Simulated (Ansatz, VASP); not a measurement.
# Cs11Li6Cl17: VASP beside Ansatz, part 2 of 3

One calculation is typed for both programs; each brings its own data sets. How far apart do they land? Of the first pair: The structure shown is frame 34 of Ansatz's trajectory.

VASP 6.6.1 and Ansatz 0.2.0.

So far: The starting structure; Ansatz: dynamics, revPBE.

## 3. VASP: single point, revPBE, pair 1

Level of this step: revPBE; plane waves and PAW (Cs_sv, Li_sv, Cl) (VASP).

The same cell, functional, mesh and smearing now go to VASP, with its own data sets.

Lines of VASP's logs that name or quote its potential files are left out, and so is its time.

The input, INCAR:

```
SYSTEM = Cs11Li6Cl17
PREC = Accurate
ENCUT = 650
EDIFF = 1E-06
NELM = 120
ISMEAR = -1
SIGMA = 0.025
LREAL = Auto
ALGO = Normal
GGA = RE
NBANDS = 288
LORBIT = 11
LWAVE = .FALSE.
LCHARG = .FALSE.
ISIF = 2
LASPH = .TRUE.
GGA_COMPAT = .FALSE.
EFERMI = MIDGAP
NCORE = 2
```

The input, POSCAR:

```
Cs11Li6Cl17
1.0
   14.5073000000      0.0000000000      0.0000000000
    0.0000000000     14.5073000000      0.0000000000
    0.0000000000      0.0000000000     14.5073000000
Cs Li Cl
22 12 34
Direct
    0.3227616441      0.2396793339      0.7639050685
    0.6517477408      0.2974088907      0.6617564950
    0.1625871113      0.6518993886      0.9562013607
    0.4297215884      0.9938237991      0.4243105195
    0.1297415784      0.2082951342      0.4155218407
    0.5428370544      0.8693347487      0.7163772721
    0.7407098495      0.0454805512      0.8793159306
    0.9181446582      0.6208115914      0.1605950108
    0.2801761872      0.9995243774      0.1716997649
    0.0068930814      0.3304405368      0.6913416004
    0.2255209446      0.5819208261      0.5626615566
    0.6920929463      0.1061465607      0.2853873567
    0.7631812949      0.6884051478      0.3987440806
    0.0682139337      0.0115528045      0.7728729674
    0.0617964749      0.8214140467      0.4236832491
    0.6439792380      0.4335058901      0.1141356421
    0.3885285339      0.3302613167      0.1837971228
    0.9995933082      0.2842017467      0.0165985400
    0.7611340498      0.3458879323      0.4025697408
    0.5492476202      0.8466220455      0.0687378079
    0.8899450621      0.0508295823      0.1463952631
    0.4482295120      0.5879867377      0.9282843810
    0.4186306204      0.2881997339      0.4737201271
    0.3355896686      0.9699254858      0.8981822944
    0.7859422498      0.8904965087      0.6571794889
    0.5205655084      0.1395573263      0.9565873733
    0.7175904545      0.0653946634      0.5436917965
    0.7796488664      0.4650141653      0.7858388535
    0.9072880550      0.0485135070      0.5742419334
    0.0246910176      0.8449745990      0.0649879716
    0.9614056372      0.5218476215      0.5616896321
    0.2784735961      0.6351216284      0.2217366429
    0.9460616379      0.7763264012      0.8375783226
    0.5066759493      0.5851674674      0.2639705528
    0.9133126081      0.8493517057      0.2724628291
    0.0785121973      0.4220633750      0.5238397221
    0.6436897286      0.0751552667      0.0590185631
    0.5367022120      0.4224493875      0.2992010919
    0.9789829948      0.6334603958      0.4045135897
    0.5115838233      0.0912643979      0.7757129169
    0.0337416335      0.1448512128      0.6001737057
    0.3686488871      0.1822048210      0.3772514527
    0.5287062375      0.6451303826      0.1282457797
    0.9253065698      0.9169452620      0.9488602290
    0.1683497274      0.9229077775      0.9435663425
    0.7639188546      0.5173119740      0.2680374708
    0.3402011401      0.5849055303      0.3458810392
    0.7957855700      0.3654160319      0.8894142949
    0.3752455660      0.0826687254      0.9897775603
    0.5925706369      0.1895528458      0.4655242533
    0.2619095214      0.4937927802      0.0613001730
    0.8048982237      0.4579073983      0.6242925975
    0.9222942932      0.8935225714      0.6047644979
    0.4460857637      0.7891819980      0.8762416163
    0.8355586498      0.1031618564      0.4536750464
    0.7820683380      0.0855638196      0.6784653244
    0.9569802789      0.6782240665      0.9642042282
    0.6816085695      0.9022009609      0.5220819863
    0.5251425145      0.3332460210      0.9524239521
    0.8211176442      0.2749512314      0.1701419285
    0.7748512818      0.7879274572      0.7962129411
    0.1050919192      0.2235908818      0.8395359578
    0.1103858058      0.1328296789      0.2155259766
    0.4648556244      0.9276777898      0.2316764663
    0.0724738580      0.6230311636      0.7422745790
    0.4510212100      0.3363203353      0.6218800190
    0.3336320335      0.8741805849      0.6036271394
    0.1648549351      0.7590040876      0.1732644944
```

The input, KPOINTS:

```
Automatic mesh
0
Gamma
1 1 1
0 0 0
```

The projector-augmented-wave data sets are Cs_sv, Li_sv and Cl (PBE family, release 64).

The run is started by

```bash
$ mpirun -np 8 vasp_gam
```

Numbers of over 12 decimals in the logs are rounded to 6 here.

The log of the run:

```text
[banner, memory and clock lines left out]
running    8 mpi-ranks, on    1 nodes
[...]
|                                                                             |
|               ----> ADVICE to this user running VASP <----                  |
|                                                                             |
|     You enforced a specific xc type in the INCAR file but a different       |
|     [... a line on the potential file left out ...]
|     I HOPE YOU KNOW WHAT YOU ARE DOING!                                     |
|                                                                             |

 LDA part: xc-table for (Slater+PW92), standard interpolation
 POSCAR, INCAR and KPOINTS ok, starting setup
[...]
entering main loop
       N       E                     dE             d eps       ncg     rms          rms(c)
DAV:   1     0.569398722873E+04    0.56940E+04   -0.23230E+05   584   0.173E+03
DAV:   2     0.682321325760E+03   -0.50117E+04   -0.48575E+04   800   0.319E+02
DAV:   3    -0.178729563653E+03   -0.86105E+03   -0.85786E+03   672   0.140E+02
DAV:   4    -0.220862332423E+03   -0.42133E+02   -0.41986E+02   760   0.361E+01
[...]
DAV:  20    -0.209765483899E+03    0.41158E-05   -0.42981E-06   560   0.341E-03    0.486E-03
DAV:  21    -0.209765477959E+03    0.59401E-05   -0.39569E-06   536   0.488E-03    0.293E-03
DAV:  22    -0.209765477736E+03    0.22335E-06   -0.13334E-06   456   0.197E-03
   1 F= -.20976548E+03 E0= -.20976548E+03  d E =0.000000E+00
```

OUTCAR, selected parts (step 3):

```text
  Total       28.7063695     22.3068123     37.1956815      0.9484541     -3.3328900     -4.3551648
  in kB       15.0636105     11.7054555     19.5183601      0.4976994     -1.7489274     -2.2853641
  external PRESSURE =      15.4291420 kB  Pullay stress =       0.0000000 kB

 POSITION                                       TOTAL-FORCE (eV/Angst)
 -----------------------------------------------------------------------------------
      4.68240      3.47710     11.08220         0.032903     -0.275643      0.509503
      9.45510      4.31460      9.60030         0.191255     -0.588822      0.532024
      2.35870      9.45730     13.87190         0.604528      0.350602     -0.485930
      6.23410     14.41770      6.15560         0.336533     -0.840445      1.330634
      1.88220      3.02180      6.02810         0.075700      0.256298     -0.035943
      7.87510     12.61170     10.39270         0.240684      0.264103     -0.950455
     10.74570      0.65980     12.75650         0.268201     -0.274684     -0.106352
     13.31980      9.00630      2.32980         0.342193     -0.002235      0.637056
      4.06460     14.50040      2.49090        -0.826046     -0.109803     -0.239024
      0.10000      4.79380     10.02950        -0.884135      0.387828      0.862178
      3.27170      8.44210      8.16270         0.278617      0.408911      0.073934
     10.04040      1.53990      4.14020        -0.598882     -0.181785     -0.178118
     11.07170      9.98690      5.78470        -0.150211      0.666448      0.400541
      0.98960      0.16760     11.21230        -0.063215     -0.314525     -0.130862
[...]
-----------------------------------------------------------------------------------
    total drift:                                0.009219      0.012408      0.001686

  FREE ENERGIE OF THE ION-ELECTRON SYSTEM (eV)
  ---------------------------------------------------
  free  energy   TOTEN  =      -209.7654777358 eV

  energy  without entropy=     -209.7654777358  energy(sigma->0) =     -209.76547774

[... 3 further parts left out ...]
[key lines of the parts left out:]
E-fermi :   0.5002
```

The run ends at a pressure of 1.54 GPa, with forces up to 1.6 eV/Å.

## 4. Side by side

Known differences besides the potentials themselves: the cutoff is 420 eV in Ansatz and 650 eV in VASP (PREC = Accurate, projectors in real space); Ansatz makes its cores anew for this functional, VASP keeps those of its PBE data sets. Total energies have different zeros and are not compared.

Forces on 9 of the 68 atoms, those with the largest forces and the largest differences (eV/Å; atoms numbered as in POSCAR):

```tsv
atom	Ansatz x, y, z	VASP x, y, z
Cs4	0.330, -0.828, 1.310	0.337, -0.840, 1.331
Cs10	-0.865, 0.377, 0.850	-0.884, 0.388, 0.862
Cs15	0.628, 0.668, 0.265	0.646, 0.685, 0.276
Cs16	0.486, -0.336, -0.924	0.490, -0.336, -0.938
Cs20	0.743, 0.363, -0.821	0.758, 0.363, -0.844
Li28	0.280, 0.386, -0.388	0.279, 0.405, -0.405
Cl39	-0.155, -1.030, 0.538	-0.156, -1.054, 0.543
Cl42	-0.840, 1.000, -0.411	-0.847, 1.015, -0.420
Cl66	-0.775, 0.637, -0.632	-0.786, 0.648, -0.645
```

The forces differ by 8.9 meV/Å r.m.s., which is 2.1 % of the r.m.s. force of 0.431 eV/Å (both taken over all components).

## 5. Ansatz: dynamics, revPBE

One frame of this run of dynamics is then solved in both programs, so the motion causes no difference.

The structure compared here is frame 69 of Ansatz's trajectory.

The input, input.yaml:

```yaml
crystal:
  lattice:
    - [14.5073, 0.0, 0.0]
    - [0.0, 14.5073, 0.0]
    - [0.0, 0.0, 14.5073]
  atoms:
    - { symbol: Cs, position: [0.32391, 0.23785, 0.77017] }
    - { symbol: Cs, position: [0.64292, 0.29373, 0.65917] }
    - { symbol: Cs, position: [0.16835, 0.64287, 0.94598] }
    - { symbol: Cs, position: [0.43223, 0.98061, 0.42106] }
    - { symbol: Cs, position: [0.12536, 0.20708, 0.4144] }
    - { symbol: Cs, position: [0.53997, 0.86716, 0.7109] }
    - { symbol: Cs, position: [0.74645, 0.04553, 0.8829] }
    - { symbol: Cs, position: [0.93144, 0.62088, 0.15983] }
    - { symbol: Cs, position: [0.27321, 0.00467, 0.16911] }
    - { symbol: Cs, position: [0.01879, 0.33289, 0.69719] }
    - { symbol: Cs, position: [0.21952, 0.5767, 0.55969] }
    - { symbol: Cs, position: [0.68672, 0.11332, 0.27492] }
    - { symbol: Cs, position: [0.76235, 0.68198, 0.4032] }
    - { symbol: Cs, position: [0.06122, 0.01807, 0.77477] }
    - { symbol: Cs, position: [0.05811, 0.83358, 0.4158] }
    - { symbol: Cs, position: [0.64752, 0.43273, 0.10963] }
    - { symbol: Cs, position: [0.38833, 0.32808, 0.18454] }
    - { symbol: Cs, position: [0.00316, 0.29473, 0.01024] }
    - { symbol: Cs, position: [0.7618, 0.34334, 0.40977] }
    - { symbol: Cs, position: [0.5497, 0.84275, 0.0709] }
    - { symbol: Cs, position: [0.88563, 0.05427, 0.16112] }
    - { symbol: Cs, position: [0.44303, 0.59177, 0.93515] }
    - { symbol: Li, position: [0.49568, 0.29438, 0.46877] }
    - { symbol: Li, position: [0.34476, 0.93284, 0.89801] }
    - { symbol: Li, position: [0.77439, 0.85656, 0.64294] }
    - { symbol: Li, position: [0.52165, 0.16115, 0.93646] }
    - { symbol: Li, position: [0.70997, 0.06758, 0.51818] }
    - { symbol: Li, position: [0.78159, 0.47944, 0.7763] }
    - { symbol: Li, position: [0.92867, 0.05673, 0.57016] }
    - { symbol: Li, position: [0.02809, 0.84024, 0.10084] }
    - { symbol: Li, position: [0.95369, 0.5528, 0.51106] }
    - { symbol: Li, position: [0.22508, 0.62626, 0.21956] }
    - { symbol: Li, position: [0.92611, 0.77242, 0.86779] }
    - { symbol: Li, position: [0.51927, 0.58302, 0.28332] }
    - { symbol: Cl, position: [0.92094, 0.85411, 0.27312] }
    - { symbol: Cl, position: [0.07597, 0.42567, 0.52086] }
    - { symbol: Cl, position: [0.64232, 0.07164, 0.06938] }
    - { symbol: Cl, position: [0.51515, 0.41924, 0.30102] }
    - { symbol: Cl, position: [0.9635, 0.63728, 0.38836] }
    - { symbol: Cl, position: [0.50906, 0.07457, 0.77936] }
    - { symbol: Cl, position: [0.03512, 0.1715, 0.59124] }
    - { symbol: Cl, position: [0.36773, 0.19055, 0.37877] }
    - { symbol: Cl, position: [0.53069, 0.64383, 0.1208] }
    - { symbol: Cl, position: [0.91053, 0.92193, 0.95546] }
    - { symbol: Cl, position: [0.16144, 0.93916, 0.94196] }
    - { symbol: Cl, position: [0.75805, 0.50394, 0.27948] }
    - { symbol: Cl, position: [0.33474, 0.59769, 0.36619] }
    - { symbol: Cl, position: [0.81868, 0.37239, 0.89027] }
    - { symbol: Cl, position: [0.38235, 0.08423, 0.00475] }
    - { symbol: Cl, position: [0.60114, 0.18054, 0.47262] }
    - { symbol: Cl, position: [0.27221, 0.48179, 0.04608] }
    - { symbol: Cl, position: [0.80102, 0.4863, 0.62059] }
    - { symbol: Cl, position: [0.92695, 0.88953, 0.60258] }
    - { symbol: Cl, position: [0.44614, 0.77974, 0.87866] }
    - { symbol: Cl, position: [0.84879, 0.11253, 0.43739] }
    - { symbol: Cl, position: [0.78363, 0.09972, 0.66446] }
    - { symbol: Cl, position: [0.96088, 0.6598, 0.97442] }
    - { symbol: Cl, position: [0.67625, 0.90043, 0.53232] }
    - { symbol: Cl, position: [0.52794, 0.33492, 0.9534] }
    - { symbol: Cl, position: [0.81521, 0.25468, 0.17252] }
    - { symbol: Cl, position: [0.76909, 0.77434, 0.78572] }
    - { symbol: Cl, position: [0.11201, 0.20998, 0.85166] }
    - { symbol: Cl, position: [0.11717, 0.1189, 0.23436] }
    - { symbol: Cl, position: [0.46066, 0.93138, 0.2194] }
    - { symbol: Cl, position: [0.07405, 0.62662, 0.74041] }
    - { symbol: Cl, position: [0.45639, 0.3518, 0.63084] }
    - { symbol: Cl, position: [0.35449, 0.86721, 0.6184] }
    - { symbol: Cl, position: [0.16111, 0.75856, 0.15198] }
kpoints:
  mp_grid: { grid: [1, 1, 1] }
hamiltonian:
  xc: revpbe
scf:
  occupations: { method: fermi_dirac, width: 0.025 }
output:
  forces: true
md:
  timestep: 1.0
  n_steps: 103
  ensemble: nve
  temperature: 900
  initial_velocities: maxwell_boltzmann
  seed: 5039
```

The run is started by

```bash
$ ansatz run input.yaml --threads 4 --pin off --max-ram 8192MiB --backend cpu --events-out ev --progress --plain --runs-dir out
```

The log of the run:

```text
[...]
Crystal: 68 atoms, lattice volume = 3053.232 Å³
Basis set: ecut = 420 eV, 59757 PW (Γ), exchange–correlation on 200×200×200 points (8 copies of the dense FFT grid, shifted against one another)
Bands: 304, of which v1, the nominal top of the filled ones, is band 236 counted from 1 (235 counted from 0)
Symmetry: 1 space group operations
k-points: 1
[...]
atom   8  Cs     1.00861760     0.34779557    -0.40462894
[...]
atom  65  Cl     0.06968812     0.38224398     0.88521785
  atom  66  Cl     0.19987459    -0.01197275    -0.29276463
  atom  67  Cl     0.02747440    -0.18643724     0.15322237
  atom  68  Cl     0.03488644     0.07314534    -0.18915136
  max |Σ_I F_I| component: 2.30e-5 eV/Å
--- MD trajectory: 103 steps, t = 0.0 → 103.0 fs ---
[...]
conserved energy: peak-to-peak 1.675e-3 eV (2.463e-5 eV/atom) over 103.0 fs
[key lines of the parts left out:]
SCF converged after 6 iterations
Free energy (F): -164282.538069 eV
Fermi energy:    2.412506 eV
```

## 6. VASP: single point, revPBE, pair 2

The same cell, functional, mesh and smearing now go to VASP, with its own data sets.

INCAR is that of step 3.

The input, POSCAR:

```
Cs11Li6Cl17
1.0
   14.5073000000      0.0000000000      0.0000000000
    0.0000000000     14.5073000000      0.0000000000
    0.0000000000      0.0000000000     14.5073000000
Cs Li Cl
22 12 34
Direct
    0.3219000090      0.2399274848      0.7604516347
    0.6621562937      0.2975881108      0.6677879412
    0.1599470611      0.6629145327      0.9637561779
    0.4287703432      0.0033017860      0.4351878020
    0.1346701316      0.2112453730      0.4163627967
    0.5469591171      0.8728708995      0.7171079388
    0.7359260510      0.0440674695      0.8757659937
    0.9069020424      0.6209770254      0.1650203691
    0.2830299229      0.9934860381      0.1729680919
    0.9901428936      0.3303853922      0.6904868583
    0.2333308059      0.5895859326      0.5661494558
    0.6939196129      0.0976198190      0.2949894191
    0.7628917855      0.6989929208      0.3964831499
    0.0751345874      0.0027020879      0.7704397097
    0.0693650783      0.8124875063      0.4336023933
    0.6431107098      0.4323892109      0.1136393402
    0.3844616159      0.3300545243      0.1794889469
    0.9956160002      0.2751304516      0.0255733320
    0.7615476346      0.3478455674      0.3950356028
    0.5532525005      0.8527017433      0.0619274434
    0.8968932882      0.0462387901      0.1313614525
    0.4530960275      0.5779435181      0.9209363562
    0.3997297912      0.2728212693      0.4843699379
    0.3021030791      0.9585312222      0.9002295396
    0.7954753814      0.9057371117      0.6893563930
    0.5193109676      0.1488285208      0.9618399013
    0.6839935756      0.0532628401      0.5404244760
    0.8109434561      0.4721347184      0.7801520614
    0.8981754013      0.0465903373      0.5878006245
    0.0500575572      0.8324429770      0.0028813080
    0.9774527307      0.5261282251      0.5846987379
    0.2922252935      0.6581169480      0.1857547579
    0.9161594508      0.7673447161      0.8141349527
    0.4676404293      0.5382807276      0.2686785274
    0.8952803072      0.8469253410      0.2542650941
    0.0830064864      0.4223390982      0.5109083013
    0.6349768737      0.0815865116      0.0569230663
    0.5623582610      0.4344088838      0.3170817451
    0.9926312960      0.6093759693      0.4331198776
    0.5174429425      0.1111785101      0.7808275834
    0.0355476209      0.1057260827      0.6019245483
    0.3535875042      0.1925789085      0.3667119312
    0.5265831685      0.6355834649      0.1453337285
    0.9414777388      0.9169866205      0.9465786190
    0.1887532484      0.8987268479      0.9531477256
    0.7684682884      0.5350823379      0.2623024271
    0.3480385737      0.5734974806      0.3244987007
    0.7748443887      0.3588124599      0.8863951252
    0.3710407864      0.0870182598      0.9716763285
    0.5855948385      0.1958806945      0.4641594232
    0.2560848676      0.5040152199      0.0864254548
    0.8165061728      0.4410469212      0.6268568238
    0.9316757770      0.8932537412      0.6067014538
    0.4286049093      0.8095717329      0.8844650624
    0.8280865495      0.1006941333      0.4554534614
    0.7826128914      0.0735974303      0.6881776761
    0.9446209839      0.7024463546      0.9464200782
    0.6807676135      0.9046617910      0.5100604523
    0.5132450559      0.3237197825      0.9475712228
    0.8279349017      0.2932523626      0.1717135511
    0.7771259986      0.8056082110      0.7992183246
    0.1091933027      0.2330481895      0.8352829265
    0.0936494041      0.1490284202      0.1868300787
    0.4781523785      0.9211293625      0.2541961633
    0.0680622859      0.6167515665      0.7358364410
    0.4288668463      0.3360101466      0.6015936804
    0.3083757832      0.8802464966      0.5865943353
    0.1695284443      0.7566328676      0.1954602166
```

KPOINTS is that of step 3.

The run is started by

```bash
$ mpirun -np 8 vasp_gam
```

The log of the run:

```text
[banner, memory and clock lines left out]
running    8 mpi-ranks, on    1 nodes
[...]
[... a notice as in an earlier step ...]

 LDA part: xc-table for (Slater+PW92), standard interpolation
 POSCAR, INCAR and KPOINTS ok, starting setup
[...]
entering main loop
       N       E                     dE             d eps       ncg     rms          rms(c)
DAV:   1     0.570488437599E+04    0.57049E+04   -0.23230E+05   584   0.173E+03
DAV:   2     0.683458568816E+03   -0.50214E+04   -0.48607E+04   808   0.320E+02
DAV:   3    -0.178832883315E+03   -0.86229E+03   -0.85929E+03   680   0.139E+02
DAV:   4    -0.222111677817E+03   -0.43279E+02   -0.43141E+02   784   0.361E+01
[...]
DAV:  20    -0.209951030002E+03    0.11381E-04   -0.59851E-06   632   0.498E-03    0.378E-03
DAV:  21    -0.209951026221E+03    0.37809E-05   -0.24476E-06   512   0.399E-03    0.377E-03
DAV:  22    -0.209951025832E+03    0.38960E-06   -0.11030E-06   440   0.204E-03
   1 F= -.20995103E+03 E0= -.20995103E+03  d E =0.000000E+00
```

From OUTCAR (step 6):

```text
 POSITION                                       TOTAL-FORCE (eV/Angst)
 -----------------------------------------------------------------------------------
      4.66990      3.48070     11.03210         0.090925     -0.271613      0.582419
      9.60610      4.31720      9.68780        -0.832537     -0.617908      0.331104
      2.32040      9.61710     13.98150         0.360065     -0.418383     -0.339924
      6.22030      0.04790      6.31340         0.122843     -0.310340      1.040095
      1.95370      3.06460      6.04030        -0.480502      0.031150     -0.133084
      7.93490     12.66300     10.40330        -0.200531      0.210688     -0.547304
     10.67630      0.63930     12.70500        -0.048722     -0.187747      1.260666
     13.15670      9.00870      2.39400         1.735976      0.898618     -0.826891
      4.10600     14.41280      2.50930        -0.389884      0.042726     -0.123996
     14.36430      4.79300     10.01710         0.307060     -0.618466      0.108244
      3.38500      8.55330      8.21330         0.132145      0.088999     -0.245997
     10.06690      1.41620      4.27950        -0.540265     -0.277686     -0.696315
     11.06750     10.14050      5.75190        -0.039828      0.581473      0.422209
      1.09000      0.03920     11.17700         0.309268     -0.491397      0.636470
[...]
-----------------------------------------------------------------------------------
    total drift:                                0.002740     -0.005436     -0.017725

  FREE ENERGIE OF THE ION-ELECTRON SYSTEM (eV)
  ---------------------------------------------------
  free  energy   TOTEN  =      -209.9510258317 eV

  energy  without entropy=     -209.9510258317  energy(sigma->0) =     -209.95102583

[... 2 parts as in an earlier step ...]

[... 1 further part left out ...]
[key lines of the parts left out:]
E-fermi :   0.2693
```

The run ends at a pressure of 1.46 GPa, with forces up to 2.1 eV/Å.

(Continued in part 3 of 3.)

[Lines on the potential files, build, host, timing and source positions are cut from VASP's logs without a mark.]

[Logs are printed without paths, hosts, clocks, repeated set-up lines and the standing remarks that a program may print on its own settings, such as how far it seeks lower states.]

[Hosts, paths, dates, database ids (printed as entryN), source tags and the programs' standing remarks are cut or masked in the printed files.]
